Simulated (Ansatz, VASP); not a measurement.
## TiSi in two plane-wave programs

Wanted: the spread between two codes on one cell, functional and k mesh. The cell is generated by rule, not measured, and may not be a known phase. The cell is taken from a series of runs on this material, whose earlier steps may have relaxed, scaled, displaced or heated it; both programs get it as it stands.

Main program and level: Ansatz 0.2.0; plane waves, with VASP 6.6.1 beside it; zone-centre phonons at LDA.

The structure was built from a prototype and need not be the compound's stable phase.

## (1) Set-up

Symmetry: P6_3/mmc, No. 194, hexagonal system. The conventional cell has a = 4.304 Å, b = 4.304 Å, c = 4.862 Å, α = 90.00°, β = 90.00°, γ = 120.00°. Nearest to Ti lie 5 Si at 2.43 to 2.49 Å. Si has 5 Ti at 2.43 to 2.49 Å nearest. Farther neighbours are not listed.

## (2) VASP: zone-centre phonons, LDA

Second derivatives magnify differences that forces hide, and they need a tight electronic threshold.

Lines of VASP's logs that name or quote its potential files are left out, and so is its time.

Contents of INCAR:

```
SYSTEM = TiSi
PREC = Accurate
ENCUT = 500
EDIFF = 1E-08
NELM = 120
ISMEAR = 1
SIGMA = 0.15
LREAL = .FALSE.
ALGO = Normal
GGA = CA
NBANDS = 22
LASPH = .TRUE.
LORBIT = 11
LWAVE = .FALSE.
LCHARG = .FALSE.
ISIF = 2
IBRION = 8
GGA_COMPAT = .FALSE.
KPAR = 2
```

Contents of POSCAR:

```
TiSi
1.0
    4.3043016265      0.0000000000      0.0000000000
   -2.1521508133      3.7276345541      0.0000000000
    0.0000000000      0.0000000000      4.8619537280
Ti Si
2 2
Direct
    0.3333333333      0.6666666667      0.9375000000
    0.6666666667      0.3333333333      0.4375000000
    0.3333333333      0.6666666667      0.4375000000
    0.6666666667      0.3333333333      0.9375000000
```

Contents of KPOINTS:

```
Automatic mesh
0
Gamma
12 12 8
0 0 0
```

The projector-augmented-wave data sets are Ti_sv and Si (LDA family, release 64).

On the command line:

```sh
mpirun -np 2 vasp_std
```

Numbers of over 12 decimals in the logs are rounded to 6 here.

What it wrote:

```text
[banner, memory and clock lines left out]
running    2 mpi-ranks, on    1 nodes
 distrk:  each k-point on    1 cores,    2 groups
 distr:  one band on    1 cores,    1 groups

 POSCAR found type information on POSCAR TiSi
 POSCAR found :  2 types and       4 ions
 LDA part: xc-table for (Slater(with rela. corr.)+CA(PZ))
 , standard interpolation
 POSCAR, INCAR and KPOINTS ok, starting setup
 FFT: planning ... GRIDC
 FFT: planning ... GRID_SOFT
 FFT: planning ... GRID
 WAVECAR not read
 entering main loop
       N       E                     dE             d eps       ncg     rms          rms(c)
DAV:   1     0.322755247009E+03    0.32276E+03   -0.15581E+04  4188   0.150E+03
DAV:   2     0.473822749787E+01   -0.31802E+03   -0.30842E+03  4204   0.447E+02
DAV:   3    -0.309021071530E+02   -0.35640E+02   -0.34616E+02  7664   0.124E+02
DAV:   4    -0.338542984356E+02   -0.29522E+01   -0.29384E+01  5924   0.332E+01
DAV:   5    -0.340714454589E+02   -0.21715E+00   -0.21711E+00  6418   0.699E+00    0.163E+01
DAV:   6    -0.296292249345E+02    0.44422E+01   -0.37883E+01  5496   0.478E+01    0.568E+00
DAV:   7    -0.292981629105E+02    0.33106E+00   -0.50804E+00  5484   0.184E+01    0.361E+00
DAV:   8    -0.292668820971E+02    0.31281E-01   -0.39659E-01  6456   0.458E+00    0.721E-01
DAV:   9    -0.292651291169E+02    0.17530E-02   -0.47416E-02  5866   0.189E+00    0.360E-01
DAV:  10    -0.292659321059E+02   -0.80299E-03   -0.34237E-03  6344   0.502E-01    0.944E-02
DAV:  11    -0.292659439291E+02   -0.11823E-04   -0.65671E-04  6412   0.206E-01    0.563E-02
DAV:  12    -0.292659288189E+02    0.15110E-04   -0.14537E-04  5934   0.100E-01    0.854E-03
DAV:  13    -0.292659283835E+02    0.43539E-06   -0.46252E-06  6362   0.183E-02    0.305E-03
DAV:  14    -0.292659284342E+02   -0.50721E-07   -0.52524E-07  5302   0.529E-03    0.661E-04
DAV:  15    -0.292659284341E+02    0.15234E-09   -0.16440E-08  4274   0.117E-03
   1 F= -.29265928E+02 E0= -.29266566E+02  d E =0.191258E-02
 Linear response reoptimize wavefunctions to high precision
DAV:   1    -0.292659284359E+02   -0.18335E-08   -0.22946E-09  3830   0.460E-04
DAV:   2    -0.292659284359E+02   -0.23647E-10   -0.43896E-10  3398   0.178E-04
 Linear response DOF=           4
 Linear response progress:
  Degree of freedom:   1/  4
       N       E                     dE             d eps       ncg     rms          rms(c)
RMM:   1    -0.719583031988E+00   -0.71958E+00    0.18574E+01 16426   0.124E+02
RMM:   2    -0.674485396333E+00    0.45098E-01   -0.46028E-01 28333   0.469E+00    0.233E-01
RMM:   3    -0.670647639222E+00    0.38378E-02   -0.25612E-02 34215   0.119E+00    0.113E-01
RMM:   4    -0.671506064165E+00   -0.85842E-03   -0.15206E-02 39924   0.538E-01    0.339E-02
RMM:   5    -0.672890965292E+00   -0.13849E-02   -0.85202E-04 38386   0.179E-01    0.151E-02
RMM:   6    -0.673398725121E+00   -0.50776E-03   -0.45058E-04 40480   0.848E-02    0.468E-03
RMM:   7    -0.673460656873E+00   -0.61932E-04   -0.68497E-05 40244   0.371E-02    0.439E-03
RMM:   8    -0.673496675750E+00   -0.36019E-04   -0.39997E-05 39692   0.205E-02    0.264E-03
RMM:   9    -0.673585878926E+00   -0.89203E-04   -0.29202E-05 40826   0.119E-02    0.377E-04
RMM:  10    -0.673587932829E+00   -0.20539E-05   -0.25975E-05 42807   0.701E-03    0.301E-04
RMM:  11    -0.673594788524E+00   -0.68557E-05   -0.16753E-05 41311   0.447E-03    0.150E-04
RMM:  12    -0.673598735383E+00   -0.39469E-05   -0.18356E-05 42021   0.313E-03    0.661E-05
RMM:  13    -0.673600059005E+00   -0.13236E-05   -0.14325E-05 42144   0.225E-03    0.376E-05
RMM:  14    -0.673600612282E+00   -0.55328E-06   -0.13298E-05 42292   0.173E-03    0.392E-05
[...]
RMM:  26    -0.673602201684E+00   -0.10530E-07   -0.19364E-06 39488   0.402E-04    0.692E-06
RMM:  27    -0.673602192352E+00    0.93317E-08   -0.16919E-06 42265   0.374E-04    0.729E-06
RMM:  28    -0.673602202311E+00   -0.99583E-08   -0.14746E-06 41782   0.351E-04    0.965E-06
RMM:  29    -0.673602210183E+00   -0.78726E-08   -0.13053E-06 41102   0.332E-04    0.957E-06
RMM:  30    -0.673602214301E+00   -0.41176E-08   -0.11603E-06 41652   0.313E-04    0.109E-05
RMM:  31    -0.673602223034E+00   -0.87325E-08   -0.10271E-06 39963   0.297E-04    0.121E-05
RMM:  32    -0.673602233683E+00   -0.10649E-07   -0.96503E-07 41496   0.284E-04    0.122E-05
RMM:  33    -0.673602234570E+00   -0.88745E-09   -0.85705E-07 42080   0.271E-04    0.124E-05
 first order change of Fermi-energy  -0.15052E-04
 force on displaced ion       1 direction 1 :  -9.756   0.003   0.000
 Linear response progress:
  Degree of freedom:   2/  4
       N       E                     dE             d eps       ncg     rms          rms(c)
RMM:   1    -0.665044727405E+00   -0.66504E+00    0.21958E+01  5852   0.126E+02
RMM:   2    -0.628141136209E+00    0.36904E-01   -0.41256E-01  9763   0.422E+00    0.202E-01
RMM:   3    -0.626123787593E+00    0.20173E-02   -0.27455E-02 11594   0.111E+00    0.101E-01
RMM:   4    -0.626664536168E+00   -0.54075E-03   -0.19175E-02 13272   0.539E-01    0.373E-02
RMM:   5    -0.627577687502E+00   -0.91315E-03   -0.10574E-03 13504   0.161E-01    0.207E-02
RMM:   6    -0.628002152801E+00   -0.42447E-03   -0.37795E-04 12907   0.807E-02    0.137E-02
RMM:   7    -0.628132663685E+00   -0.13051E-03   -0.11426E-04 12617   0.442E-02    0.290E-03
RMM:   8    -0.628109323750E+00    0.23340E-04   -0.81743E-05 14595   0.255E-02    0.204E-03
RMM:   9    -0.628161028000E+00   -0.51704E-04   -0.59323E-05 13750   0.146E-02    0.417E-04
RMM:  10    -0.628163526211E+00   -0.24982E-05   -0.47178E-05 14918   0.984E-03    0.270E-04
RMM:  11    -0.628166855554E+00   -0.33293E-05   -0.41902E-05 13924   0.705E-03    0.145E-04
RMM:  12    -0.628168141578E+00   -0.12860E-05   -0.35801E-05 14372   0.544E-03    0.616E-05
RMM:  13    -0.628168491859E+00   -0.35028E-06   -0.32286E-05 14365   0.443E-03    0.854E-05
RMM:  14    -0.628168548322E+00   -0.56463E-07   -0.27761E-05 14969   0.376E-03    0.130E-04
RMM:  15    -0.628168532943E+00    0.15380E-07   -0.25003E-05 14481   0.328E-03    0.168E-04
RMM:  16    -0.628168831976E+00   -0.29903E-06   -0.22489E-05 14556   0.293E-03    0.194E-04
RMM:  17    -0.628168849565E+00   -0.17589E-07   -0.18745E-05 14724   0.264E-03    0.222E-04
RMM:  18    -0.628169367506E+00   -0.51794E-06   -0.18937E-05 13898   0.243E-03    0.238E-04
RMM:  19    -0.628169372822E+00   -0.53164E-08   -0.15998E-05 14701   0.223E-03    0.257E-04
RMM:  20    -0.628169380190E+00   -0.73671E-08   -0.14151E-05 14453   0.206E-03    0.278E-04
RMM:  21    -0.628169455787E+00   -0.75597E-07   -0.13347E-05 13374   0.194E-03    0.297E-04
RMM:  22    -0.628170036002E+00   -0.58022E-06   -0.11477E-05 13998   0.186E-03    0.287E-04
 first order change of Fermi-energy   0.15293E-02
 force on displaced ion       1 direction 3 :  -0.000   0.000 -13.699
 Linear response progress:
  Degree of freedom:   3/  4
       N       E                     dE             d eps       ncg     rms          rms(c)
RMM:   1    -0.247630191356E-01   -0.24763E-01   -0.20152E-02 29304   0.145E+00
RMM:   2    -0.207059033939E-01    0.40571E-02   -0.50266E-03 33903   0.348E-01    0.118E-01
RMM:   3    -0.208133775625E-01   -0.10747E-03   -0.10289E-03 35701   0.160E-01    0.549E-02
RMM:   4    -0.210833698906E-01   -0.26999E-03   -0.37769E-04 37150   0.932E-02    0.144E-02
RMM:   5    -0.210996033638E-01   -0.16233E-04   -0.84963E-05 39001   0.398E-02    0.540E-03
RMM:   6    -0.211324787190E-01   -0.32875E-04   -0.15882E-05 39755   0.176E-02    0.194E-03
RMM:   7    -0.211305649095E-01    0.19138E-05   -0.21223E-06 41077   0.889E-03    0.784E-04
RMM:   8    -0.211317286851E-01   -0.11638E-05   -0.19482E-06 40768   0.484E-03    0.608E-04
RMM:   9    -0.211331869483E-01   -0.14583E-05    0.74075E-07 41127   0.277E-03    0.235E-04
RMM:  10    -0.211333146020E-01   -0.12765E-06    0.21504E-07 42060   0.168E-03    0.894E-05
RMM:  11    -0.211330454723E-01    0.26913E-06    0.36615E-07 42555   0.998E-04    0.689E-05
RMM:  12    -0.211331912949E-01   -0.14582E-06   -0.39749E-09 41701   0.653E-04    0.130E-05
RMM:  13    -0.211332045746E-01   -0.13280E-07    0.21535E-07 43131   0.409E-04    0.121E-05
RMM:  14    -0.211332498762E-01   -0.45302E-07    0.75588E-10 42279   0.273E-04    0.833E-06
RMM:  15    -0.211332997772E-01   -0.49901E-07    0.99207E-08 41157   0.193E-04    0.109E-05
RMM:  16    -0.211332661386E-01    0.33639E-07    0.17850E-08 40072   0.138E-04    0.110E-05
RMM:  17    -0.211332820515E-01   -0.15913E-07    0.25627E-09 42057   0.967E-05    0.649E-06
RMM:  18    -0.211332911374E-01   -0.90859E-08    0.48356E-09 42015   0.716E-05    0.367E-06
 first order change of Fermi-energy  -0.83068E-04
 force on displaced ion       3 direction 1 :  -8.956  -0.005   0.000
 Linear response progress:
  Degree of freedom:   4/  4
       N       E                     dE             d eps       ncg     rms          rms(c)
RMM:   1    -0.282393007162E-01   -0.28239E-01   -0.54318E-03  9434   0.192E+00
RMM:   2    -0.235288414034E-01    0.47105E-02   -0.84255E-03 11656   0.395E-01    0.736E-02
RMM:   3    -0.237197617838E-01   -0.19092E-03   -0.14588E-03 11920   0.165E-01    0.440E-02
RMM:   4    -0.240230441824E-01   -0.30328E-03   -0.53148E-04 12148   0.103E-01    0.116E-02
RMM:   5    -0.240123462276E-01    0.10698E-04   -0.12992E-04 12805   0.469E-02    0.115E-02
RMM:   6    -0.240276380883E-01   -0.15292E-04   -0.43628E-05 12280   0.271E-02    0.516E-03
RMM:   7    -0.240746706673E-01   -0.47033E-04   -0.19605E-05 13400   0.163E-02    0.169E-03
RMM:   8    -0.240608009286E-01    0.13870E-04   -0.48689E-06 13838   0.797E-03    0.510E-04
RMM:   9    -0.240612668341E-01   -0.46591E-06   -0.37151E-06 14621   0.426E-03    0.281E-04
RMM:  10    -0.240612201441E-01    0.46690E-07    0.34949E-08 14329   0.238E-03    0.196E-04
RMM:  11    -0.240623921182E-01   -0.11720E-05   -0.27372E-06 13817   0.164E-03    0.786E-05
RMM:  12    -0.240625055085E-01   -0.11339E-06   -0.56131E-07 14698   0.106E-03    0.463E-05
RMM:  13    -0.240625522736E-01   -0.46765E-07   -0.13861E-06 14966   0.687E-04    0.222E-05
RMM:  14    -0.240625467387E-01    0.55349E-08   -0.52548E-07 14652   0.463E-04    0.250E-05
RMM:  15    -0.240625798564E-01   -0.33118E-07   -0.69128E-07 14164   0.327E-04    0.110E-05
RMM:  16    -0.240625816316E-01   -0.17752E-08   -0.33975E-07 14873   0.222E-04    0.106E-05
RMM:  17    -0.240625895641E-01   -0.79325E-08   -0.38047E-07 14695   0.152E-04    0.964E-06
RMM:  18    -0.240626090180E-01   -0.19454E-07   -0.20567E-07 13341   0.120E-04    0.103E-05
 first order change of Fermi-energy  -0.16705E-02
 force on displaced ion       3 direction 3 :  -0.000  -0.000 -13.433
 Linear response finished
```

From OUTCAR (step 2):

```text
ion  position               nearest neighbor table
   1  0.333  0.667  0.938-   3 2.43   3 2.43   4 2.49   4 2.49   4 2.49
   2  0.667  0.333  0.438-   4 2.43   4 2.43   3 2.49   3 2.49   3 2.49
   3  0.333  0.667  0.438-   1 2.43   1 2.43   2 2.49   2 2.49   2 2.49
   4  0.667  0.333  0.938-   2 2.43   2 2.43   1 2.49   1 2.49   1 2.49

  LATTYP: Found a hexagonal cell.
 ALAT       =     4.3043016265
 C/A-ratio  =     1.1295569293

 Subroutine GETGRP returns: Found 24 space group operations
 (whereof  6 operations were pure point group operations)

The static configuration has the point symmetry C_3v.
 The point group associated with its full space group is D_6h.

 Found     95 irreducible k-points:

   k-points           NKPTS =     95   k-points in BZ     NKDIM =     95   number of bands    NBANDS=     22

   dimension x,y,z NGX =    32 NGY =   32 NGZ =   36
   dimension x,y,z NGXF=    64 NGYF=   64 NGZF=   72

   ENCUT  =  500.0 eV  36.75 Ry    6.06 a.u.   7.85  7.85  8.86*2*pi/ulx,y,z

   NELECT =      32.0000    total number of electrons

 k-points in reciprocal lattice and weights: Automatic mesh
   0.00000000  0.00000000  0.00000000       0.001
   0.08333333  0.00000000  0.00000000       0.005
   0.16666667  0.00000000  0.00000000       0.005
   0.25000000  0.00000000  0.00000000       0.005
   0.33333333 -0.00000000  0.00000000       0.005
   0.41666667  0.00000000  0.00000000       0.005
   0.50000000  0.00000000  0.00000000       0.003
   0.08333333  0.08333333  0.00000000       0.005
   0.16666667  0.08333333  0.00000000       0.010
[...]
0.33333333  0.25000000  0.50000000       0.010
   0.33333333  0.33333333  0.50000000       0.002

 average (electrostatic) potential at core
       1 -74.7420       2 -74.7420       3 -83.8366       4 -83.8366

  Total        0.0468462      0.0468462      0.1166167     -0.0000000      0.0000000      0.0000000
  in kB        0.9621398      0.9621398      2.3951053     -0.0000000      0.0000000      0.0000000
  external PRESSURE =       1.4397950 kB  Pullay stress =       0.0000000 kB

  energy-cutoff  :      500.00
  volume of cell :       78.01
      direct lattice vectors                 reciprocal lattice vectors
     4.304301627  0.000000000  0.000000000     0.232325726  0.134133320  0.000000000
    -2.152150813  3.727634554  0.000000000     0.000000000  0.268266641  0.000000000
     0.000000000  0.000000000  4.861953728     0.000000000  0.000000000  0.205678634

 POSITION                                       TOTAL-FORCE (eV/Angst)
 -----------------------------------------------------------------------------------
     -0.00000      2.48509      4.55808         0.000000      0.000000      0.000000
      2.15215      1.24254      2.12710        -0.000000      0.000000      0.000000
     -0.00000      2.48509      2.12710        -0.000000     -0.000000     -0.000000
      2.15215      1.24254      4.55808         0.000000     -0.000000      0.000000
 -----------------------------------------------------------------------------------
    total drift:                               -0.000000      0.000000      0.000000

 Eigenvectors and eigenvalues of the dynamical matrix
 ----------------------------------------------------

   1 f  =   13.639881 THz    85.701901 2PiTHz  454.977462 cm-1    56.409991 meV
             X         Y         Z           dx          dy          dz
     -0.000000  2.485090  4.558082    -0.000000    0.000000    0.424999
      2.152151  1.242545  2.127105    -0.000000    0.000000   -0.424999
     -0.000000  2.485090  2.127105     0.000000   -0.000000   -0.565134
      2.152151  1.242545  4.558082     0.000000   -0.000000    0.565134

   2 f  =   13.271272 THz    83.385860 2PiTHz  442.681976 cm-1    54.885545 meV
             X         Y         Z           dx          dy          dz
     -0.000000  2.485090  4.558082    -0.000000   -0.000000    0.430592
      2.152151  1.242545  2.127105    -0.000000   -0.000000    0.430592
     -0.000000  2.485090  2.127105     0.000000    0.000000   -0.560884
      2.152151  1.242545  4.558082     0.000000    0.000000   -0.560884

   3 f  =   11.073141 THz    69.574594 2PiTHz  369.360212 cm-1    45.794809 meV
             X         Y         Z           dx          dy          dz
     -0.000000  2.485090  4.558082    -0.302989    0.304951   -0.000000
      2.152151  1.242545  2.127105    -0.302989    0.304951   -0.000000
     -0.000000  2.485090  2.127105     0.395707   -0.398269    0.000000
      2.152151  1.242545  4.558082     0.395707   -0.398269   -0.000000

   4 f  =   11.073141 THz    69.574594 2PiTHz  369.360212 cm-1    45.794809 meV
             X         Y         Z           dx          dy          dz
     -0.000000  2.485090  4.558082    -0.304951   -0.302989    0.000000
      2.152151  1.242545  2.127105    -0.304951   -0.302989    0.000000
     -0.000000  2.485090  2.127105     0.398269    0.395707    0.000000
      2.152151  1.242545  4.558082     0.398269    0.395707    0.000000

   5 f  =   10.367118 THz    65.138523 2PiTHz  345.809833 cm-1    42.874936 meV
             X         Y         Z           dx          dy          dz
     -0.000000  2.485090  4.558082    -0.295694    0.297611    0.000000
      2.152151  1.242545  2.127105     0.295694   -0.297611   -0.000000
     -0.000000  2.485090  2.127105    -0.401186    0.403786    0.000000
      2.152151  1.242545  4.558082     0.401186   -0.403786   -0.000000

   6 f  =   10.367118 THz    65.138523 2PiTHz  345.809833 cm-1    42.874936 meV
             X         Y         Z           dx          dy          dz
     -0.000000  2.485090  4.558082     0.297611    0.295694    0.000000
      2.152151  1.242545  2.127105    -0.297611   -0.295694   -0.000000
     -0.000000  2.485090  2.127105     0.403786    0.401186   -0.000000
      2.152151  1.242545  4.558082    -0.403786   -0.401186   -0.000000

   7 f  =    5.037943 THz    31.654332 2PiTHz  168.047705 cm-1    20.835251 meV
             X         Y         Z           dx          dy          dz
     -0.000000  2.485090  4.558082     0.401184   -0.403787    0.000000
      2.152151  1.242545  2.127105    -0.401184    0.403787   -0.000000
     -0.000000  2.485090  2.127105    -0.295693    0.297612    0.000000
      2.152151  1.242545  4.558082     0.295693   -0.297612   -0.000000

   8 f  =    5.037943 THz    31.654332 2PiTHz  168.047705 cm-1    20.835251 meV
             X         Y         Z           dx          dy          dz
     -0.000000  2.485090  4.558082     0.403787    0.401184   -0.000000
      2.152151  1.242545  2.127105    -0.403787   -0.401184    0.000000
     -0.000000  2.485090  2.127105    -0.297612   -0.295693   -0.000000
      2.152151  1.242545  4.558082     0.297612    0.295693    0.000000

   9 f  =    3.387354 THz    21.283372 2PiTHz  112.989962 cm-1    14.008964 meV
             X         Y         Z           dx          dy          dz
     -0.000000  2.485090  4.558082     0.000000    0.000000   -0.565134
      2.152151  1.242545  2.127105     0.000000    0.000000    0.565134
     -0.000000  2.485090  2.127105     0.000000    0.000000   -0.424999
      2.152151  1.242545  4.558082    -0.000000   -0.000000    0.424999

  10 f/i=    0.001312 THz     0.008241 2PiTHz    0.043751 cm-1     0.005424 meV
             X         Y         Z           dx          dy          dz
     -0.000000  2.485090  4.558082    -0.545841   -0.131377    0.000000
      2.152151  1.242545  2.127105    -0.545841   -0.131377    0.000000
     -0.000000  2.485090  2.127105    -0.417945   -0.100595    0.000000
      2.152151  1.242545  4.558082    -0.417945   -0.100595    0.000000

  11 f/i=    0.001312 THz     0.008241 2PiTHz    0.043751 cm-1     0.005424 meV
             X         Y         Z           dx          dy          dz
     -0.000000  2.485090  4.558082    -0.131377    0.545841    0.000000
      2.152151  1.242545  2.127105    -0.131377    0.545841    0.000000
     -0.000000  2.485090  2.127105    -0.100595    0.417945    0.000000
      2.152151  1.242545  4.558082    -0.100595    0.417945    0.000000

  12 f/i=    0.015239 THz     0.095750 2PiTHz    0.508319 cm-1     0.063024 meV
             X         Y         Z           dx          dy          dz
     -0.000000  2.485090  4.558082    -0.000000    0.000000   -0.560884
      2.152151  1.242545  2.127105    -0.000000    0.000000   -0.560884
     -0.000000  2.485090  2.127105    -0.000000    0.000000   -0.430592
      2.152151  1.242545  4.558082    -0.000000    0.000000   -0.430592

 ELASTIC MODULI CONTR FROM IONIC RELAXATION (kBar)
 Direction    XX          YY          ZZ          XY          YZ          ZX
 --------------------------------------------------------------------------------
 XX        -645.2986    645.2986      0.0000      0.0000      0.0000      0.0000
 YY         645.2986   -645.2986     -0.0000      0.0000     -0.0000     -0.0000
 ZZ           0.0000     -0.0000     -0.0000      0.0000      0.0000      0.0000
 XY           0.0000      0.0000      0.0000   -645.2986      0.0000      0.0000
 YZ           0.0000     -0.0000      0.0000      0.0000     -0.0000      0.0000
 ZX           0.0000     -0.0000      0.0000      0.0000      0.0000     -0.0000
 --------------------------------------------------------------------------------
```

(Continued in part 2 of 2.)

[Lines on the potential files, build, host, timing and source positions are cut from VASP's logs without a mark.]

[Logs are printed without paths, hosts, clocks, repeated set-up lines and the standing remarks that a program may print on its own settings, such as how far it seeks lower states.]

[Hosts, paths, dates, database ids (printed as entryN), source tags and the programs' standing remarks are cut or masked in the printed files.]
